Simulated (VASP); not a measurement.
Level of theory: PBE GGA with D3 dispersion (Becke-Johnson damping), VASP's PBE PAW potentials (set 64) (plane waves; VASP).

VASP ran on this input.

INCAR:
```
! general
SYSTEM = KF
PREC   = Accurate
ENCUT  = 520
LREAL  = F   ! projection in real space or not
LASPH  = T   ! aspherical one-centre terms

! electronic loop
EDIFF  = 1E-7   ! SCF stop (eV)
NELM   = 100   ! most electronic steps
ALGO   = Normal   ! blocked Davidson

! smearing
ISMEAR = 0
SIGMA  = 0.05

! functional
GGA    = PE   ! PBE
IVDW   = 12   ! D3, Becke-Johnson

! ions
ISIF   = 2   ! forces and stress, cell fixed

! output
LWAVE  = F
LCHARG = F
```

### POSCAR
```
KF
1.0
  0.0000000000   2.7014868711   2.7014868711
  2.7014868711   0.0000000000   2.7014868711
  2.7014868711   2.7014868711   0.0000000000
K F
1 1
Cart
  0.0000000000   0.0000000000   0.0000000000
  2.7014868711   2.7014868711   2.7014868711
```

KPOINTS:
```
K-points
0
Gamma
9 9 9
0 0 0
```

POTCAR, in this order: K_sv F (PBE.64 set). Program: vasp_std.

Output

OSZICAR:
```
       N       E                     dE             d eps       ncg     rms          rms(c)
DAV:   1     0.113172140255E+03    0.11317E+03   -0.85281E+03   848   0.129E+03
DAV:   2    -0.498481877264E+01   -0.11816E+03   -0.10918E+03  1104   0.328E+02
DAV:   3    -0.944510254021E+01   -0.44603E+01   -0.44411E+01  1068   0.611E+01
DAV:   4    -0.957108702654E+01   -0.12598E+00   -0.12592E+00  1280   0.878E+00
DAV:   5    -0.957215161204E+01   -0.10646E-02   -0.10646E-02  1052   0.964E-01    0.628E+00
DAV:   6    -0.832626322133E+01    0.12459E+01   -0.44094E+00   936   0.181E+01    0.366E+00
DAV:   7    -0.829978386081E+01    0.26479E-01   -0.12818E-01  1120   0.313E+00    0.221E+00
DAV:   8    -0.829606970928E+01    0.37142E-02   -0.56344E-02   912   0.279E+00    0.212E-01
DAV:   9    -0.829775405428E+01   -0.16843E-02   -0.67262E-03  1100   0.674E-01    0.121E-01
DAV:  10    -0.829832660664E+01   -0.57255E-03   -0.10905E-03   916   0.324E-01    0.610E-02
DAV:  11    -0.829844015407E+01   -0.11355E-03   -0.43995E-04   920   0.168E-01    0.246E-02
DAV:  12    -0.829842634239E+01    0.13812E-04   -0.87410E-05  1096   0.766E-02    0.663E-03
DAV:  13    -0.829842613843E+01    0.20396E-06   -0.52275E-06   920   0.226E-02    0.204E-03
DAV:  14    -0.829842619503E+01   -0.56598E-07   -0.35816E-07  1056   0.564E-03
   1 F= -.86046236E+01 E0= -.86046236E+01  d E =-.352282E-20
```

**OUTCAR**
```
------------------------ aborting loop because EDIFF is reached ----------------------------------------
 Edisp (eV)   -0.30620
  FORCE on cell =-STRESS in cart. coord.  units (eV):
  Direction    XX          YY          ZZ          XY          YZ          ZX
  --------------------------------------------------------------------------------------
  Total      -0.22856    -0.22856    -0.22856     0.00000     0.00000     0.00000
  in kB      -9.28710    -9.28710    -9.28710     0.00000     0.00000     0.00000
  external pressure =       -9.29 kB  Pullay stress =        0.00 kB
  volume of cell :       39.43
      direct lattice vectors                 reciprocal lattice vectors
     0.000000000  2.701486871  2.701486871    -0.185083261  0.185083261  0.185083261
     2.701486871  0.000000000  2.701486871     0.185083261 -0.185083261  0.185083261
     2.701486871  2.701486871  0.000000000     0.185083261  0.185083261 -0.185083261
  FREE ENERGIE OF THE ION-ELECTRON SYSTEM (eV)
  ---------------------------------------------------
  free  energy   TOTEN  =        -8.6046235999 eV

  energy  without entropy=       -8.6046235999  energy(sigma->0) =       -8.60462360
```
(Selected blocks of OUTCAR.)

File OUTCAR:
```
 val. band max:       -2.8901688522   @ k =   0.0000   0.0000   0.0000

 cond. band min:       3.1052703265   @ k =   0.0000   0.0000   0.0000


 Fermi energy:        -2.5814746332

 k-point     1 :       0.0000    0.0000    0.0000
  band No.  band energies     occupation
      1     -29.1214      2.00000
      2     -21.5293      2.00000
      3     -12.3947      2.00000
      4     -12.3947      2.00000
      5     -12.3947      2.00000
      6      -2.8902      2.00000
      7      -2.8902      2.00000
      8      -2.8902      2.00000
      9       3.1053      0.00000
     10       7.6956      0.00000
     11       7.6956      0.00000
     12       7.6956      0.00000

 k-point     2 :       0.1111    0.0000    0.0000
  band No.  band energies     occupation
      1     -29.1120      2.00000
      2     -21.5371      2.00000
      3     -12.4251      2.00000
      4     -12.3988      2.00000
      5     -12.3988      2.00000
      6      -2.9978      2.00000
      7      -2.9290      2.00000
      8      -2.9290      2.00000
      9       3.4410      0.00000
     10       7.4931      0.00000
     11       7.8568      0.00000
     12       7.8568      0.00000

 k-point     3 :       0.2222    0.0000    0.0000
  band No.  band energies     occupation
      1     -29.0882      2.00000
      2     -21.5584      2.00000
      3     -12.5015      2.00000
      4     -12.4092      2.00000
      5     -12.4092      2.00000
      6      -3.2419      2.00000
      7      -3.0256      2.00000
      8      -3.0256      2.00000
      9       4.3162      0.00000
     10       7.1551      0.00000
     11       8.2743      0.00000
     12       8.2743      0.00000

 k-point     4 :       0.3333    0.0000    0.0000
  band No.  band energies     occupation
      1     -29.0609      2.00000
      2     -21.5826      2.00000
      3     -12.5874      2.00000
      4     -12.4209      2.00000
      5     -12.4209      2.00000
      6      -3.4840      2.00000
...
```

The compound is KF in the rock salt structure. This cell is one point of a volume scan, at 1.03 of the reference volume.
